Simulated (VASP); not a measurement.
Calculation: LDA (Ceperley-Alder, Perdew-Zunger), VASP's LDA PAW potentials (set 64) (plane waves; VASP).

Input for VASP

POSCAR:
```
SnO2
1.0
  4.7313169465   0.0000000000   0.0000000000
  0.0000000000   4.7313169465   0.0000000000
  0.0000000000   0.0000000000   3.1959258898
Sn O
2 4
Direct
  0.5000000000   0.5000000000   0.5000000000
  0.0000000000   1.0000000000   1.0000000000
  0.1940560086   0.8059439914   0.5000000000
  0.8059439914   0.1940560086   0.5000000000
  0.6940560086   0.6940560086   0.0000000000
  0.3059439914   0.3059439914   1.0000000000
```

File KPOINTS:
```
k-points along high-symmetry lines
10
Line-mode
Reciprocal
  0.000000   0.000000   0.000000 ! GAMMA
  0.000000   0.500000   0.000000 ! X

  0.000000   0.500000   0.000000 ! X
  0.500000   0.500000   0.000000 ! M

  0.500000   0.500000   0.000000 ! M
  0.000000   0.000000   0.000000 ! GAMMA

  0.000000   0.000000   0.000000 ! GAMMA
  0.000000   0.000000   0.500000 ! Z

  0.000000   0.000000   0.500000 ! Z
  0.000000   0.500000   0.500000 ! R

  0.000000   0.500000   0.500000 ! R
  0.500000   0.500000   0.500000 ! A

  0.500000   0.500000   0.500000 ! A
  0.000000   0.000000   0.500000 ! Z

  0.000000   0.500000   0.000000 ! X
  0.000000   0.500000   0.500000 ! R

  0.500000   0.500000   0.000000 ! M
  0.500000   0.500000   0.500000 ! A
```

INCAR:
```
# general
SYSTEM =SnO2
PREC   =Accurate
ENCUT  =520
LREAL  =.FALSE.
LASPH  =.TRUE.   # aspherical one-centre terms
ICHARG =11   # fixed density

# electronic loop
EDIFF  =1E-7
NELM   =100   # most electronic steps
ALGO   =Normal
LMAXMIX=4

# smearing
ISMEAR =0   # Gaussian
SIGMA  =0.05   # width (eV)

# output
LWAVE  =.FALSE.
LCHARG =.FALSE.
LORBIT =11   # lm-projected
```

POTCAR, in this order: Sn_d O (LDA.64 set). Program: vasp_std. Read from the step before: CHGCAR.

The resulting files:

File OUTCAR:
```
 ion  position               nearest neighbor table
   1  0.500  0.500  0.500-   3 2.05   4 2.05   5 2.06   6 2.06   5 2.06   6 2.06   2 3.71   2 3.71
                             2 3.71   2 3.71   2 3.71   2 3.71   2 3.71   2 3.71
   2  0.000  0.000  0.000-   5 2.05   6 2.05   3 2.06   4 2.06   3 2.06   4 2.06   1 3.71   1 3.71
                             1 3.71   1 3.71   1 3.71   1 3.71   1 3.71   1 3.71
   3  0.194  0.806  0.500-   1 2.05   2 2.06   2 2.06
   4  0.806  0.194  0.500-   1 2.05   2 2.06   2 2.06
   5  0.694  0.694  0.000-   2 2.05   1 2.06   1 2.06
   6  0.306  0.306  0.000-   2 2.05   1 2.06   1 2.06
  LATTYP: Found a simple tetragonal cell.
 ALAT       =     4.7313169465
 C/A-ratio  =     0.6754833646
 Subroutine PRICEL returns:
 Original cell was already a primitive cell.
 Subroutine GETGRP returns: Found 16 space group operations
The static configuration has the point symmetry D_2h.
 The point group associated with its full space group is D_4h.
The dynamic configuration has the point symmetry D_2h.
 Subroutine INISYM returns: Found 16 space group operations
   k-points           NKPTS =     90   k-points in BZ     NKDIM =     90   number of bands    NBANDS=     31
   number of dos      NEDOS =    301   number of ions     NIONS =      6
   total plane-waves  NPLWV =  31104
   dimension x,y,z NGX =    36 NGY =   36 NGZ =   24
   dimension x,y,z NGXF=    72 NGYF=   72 NGZF=   48
   ions per type =               2   4
   PREC   = accura    normal or accurate (medium, high low for compatibility)
   ISTART =      0    job   : 0-new  1-cont  2-samecut
   ICHARG =     11    charge: 1-file 2-atom 10-const
   ISPIN  =      1    spin polarized calculation?
   LNONCOLLINEAR =      F non collinear calculations
   LSORBIT =      F    spin-orbit coupling
   INIWAV =      1    electr: 0-lowe 1-rand  2-diag
   ENCUT  =  520.0 eV  38.22 Ry    6.18 a.u.   8.80  8.80  5.94*2*pi/ulx,y,z
   NELM   =    100;   NELMIN=  2; NELMDL= -5     # of ELM steps
   EDIFF  = 0.1E-06   stopping-criterion for ELM
   LREAL  =      F    real-space projection
   NLSPLINE    = F    spline interpolate recip. space projectors
   LMAXMIX     =    4 max onsite mixed and CHGCAR
   VOSKOWN=      0    Vosko Wilk Nusair interpolation
   EDIFFG = 0.1E-05   stopping-criterion for IOM
   NSW    =      0    number of steps for IOM
   NBLOCK =      1;   KBLOCK =      1    inner block; outer block
   IBRION =     -1    ionic relax: 0-MD 1-quasi-New 2-CG
   NFREE  =      0    steps in history (QN), initial steepest desc. (CG)
   ISIF   =      2    stress and relaxation
   ISYM   =      2    0-nonsym 1-usesym 2-fastsym
   TEIN   =    0.0    initial temperature
   TEBEG  =    0.0;   TEEND  =   0.0 temperature during run
   SMASS  =  -3.00    Nose mass-parameter (am)
   PSTRESS=    0.0 pullay stress
   NELECT =      52.0000    total number of electrons
   EFERMI =   0.00;   METHOD = LEGACY
   ISMEAR =     0;   SIGMA  =   0.05  broadening in eV -4-tet -1-fermi 0-gaus
   IALGO  =     38    algorithm
   LDIAG  =      T    sub-space diagonalisation (order eigenvalues)
   IMIX   =      4    mixing-type and parameters
     AMIX     =   0.40;   BMIX     =  1.00
     AMIX_MAG =   1.60;   BMIX_MAG =  1.00
     AMIN     =   0.10
   GGA     = CA    functional components
   VOSKOWN =     0    Vosko Wilk Nusair interpolation
   LHFCALC =     F    Hartree Fock is set to
   LHFONE  =     F    Hartree Fock one center treatment
   AEXX    =    0.0000 exact exchange contribution
   IVDW    =     0    specifies the selected vdW correction
   LEPSILON=     F    determine dielectric tensor
   LRPA    =     F    only Hartree local field effects (RPA)
  energy-cutoff  :      520.00
  volume of cell :       71.54
      direct lattice vectors                 reciprocal lattice vectors
     4.731316946  0.000000000  0.000000000     0.211357643  0.000000000  0.000000000
     0.000000000  4.731316946  0.000000000     0.000000000  0.211357643  0.000000000
     0.000000000  0.000000000  3.195925890     0.000000000  0.000000000  0.312898370
 k-point     1 :   0.0000 0.0000 0.0000  plane waves:    1931
 k-point     2 :   0.0000 0.0556 0.0000  plane waves:    1931
...
```

File OSZICAR:
```
       N       E                     dE             d eps       ncg     rms          rms(c)
DAV:   1     0.632745366051E+03    0.63275E+03   -0.26381E+04  6062   0.267E+03
DAV:   2     0.560315128485E+02   -0.57671E+03   -0.55796E+03  6077   0.697E+02
DAV:   3    -0.370074904992E+02   -0.93039E+02   -0.91313E+02  6469   0.224E+02
DAV:   4    -0.417375301823E+02   -0.47300E+01   -0.47086E+01  6609   0.560E+01
DAV:   5    -0.418856811367E+02   -0.14815E+00   -0.14810E+00  7426   0.987E+00
DAV:   6    -0.418909708583E+02   -0.52897E-02   -0.52895E-02  7420   0.159E+00
DAV:   7    -0.418911792640E+02   -0.20841E-03   -0.20840E-03  8058   0.268E-01
DAV:   8    -0.418911806687E+02   -0.14047E-05   -0.14047E-05  7444   0.250E-02
DAV:   9    -0.418911806935E+02   -0.24806E-07   -0.24766E-07  5710   0.355E-03
   1 F= -.41891181E+02 E0= -.41891181E+02  d E =-.787140E-15
```

**OUTCAR**
```
 val. band max:        5.8693056742   @ k =   0.0000   0.0000   0.0000

 cond. band min:       6.9981941451   @ k =   0.0000   0.0000   0.0000



 k-point     1 :       0.0000    0.0000    0.0000
  band No.  band energies     occupation
      1     -15.1400      2.00000
      2     -14.3701      2.00000
      3     -14.1070      2.00000
      4     -14.0873      2.00000
      5     -14.0873      2.00000
      6     -14.0107      2.00000
      7     -13.9508      2.00000
      8     -13.8570      2.00000
      9     -13.8244      2.00000
     10     -13.8244      2.00000
     11     -12.9019      2.00000
     12     -10.9482      2.00000
     13     -10.9482      2.00000
     14      -9.1119      2.00000
     15      -2.3976      2.00000
     16       1.6990      2.00000
     17       1.6990      2.00000
     18       1.8009      2.00000
     19       2.6652      2.00000
     20       3.7917      2.00000
     21       3.9273      2.00000
     22       4.5871      2.00000
     23       4.5871      2.00000
     24       5.0641      2.00000
     25       5.0641      2.00000
     26       5.8693      2.00000
     27       6.9982      0.00000
     28      11.7852      0.00000
     29      11.9143      0.00000
     30      11.9143      0.00000
     31      15.9561      0.00000

 k-point     2 :       0.0000    0.0556    0.0000
  band No.  band energies     occupation
      1     -15.1352      2.00000
      2     -14.3751      2.00000
      3     -14.1070      2.00000
      4     -14.0870      2.00000
      5     -14.0870      2.00000
      6     -14.0154      2.00000
      7     -13.9500      2.00000
      8     -13.8576      2.00000
      9     -13.8247      2.00000
     10     -13.8247      2.00000
     11     -12.8921      2.00000
     12     -10.9718      2.00000
     13     -10.9286      2.00000
     14      -9.1175      2.00000
     15      -2.3776      2.00000
     16       1.6378      2.00000
     17       1.7154      2.00000
     18       1.8132      2.00000
...
```

The density is held fixed in this step, so its total energy and stress have no physical meaning. Unless said otherwise, spin-orbit coupling is left out, though it shifts the bands of the heavy elements here.

The structure comes from a computed database's SnO2 entry (P4_2/mnm); how it stands against other phases isn't given here. It was relaxed first.
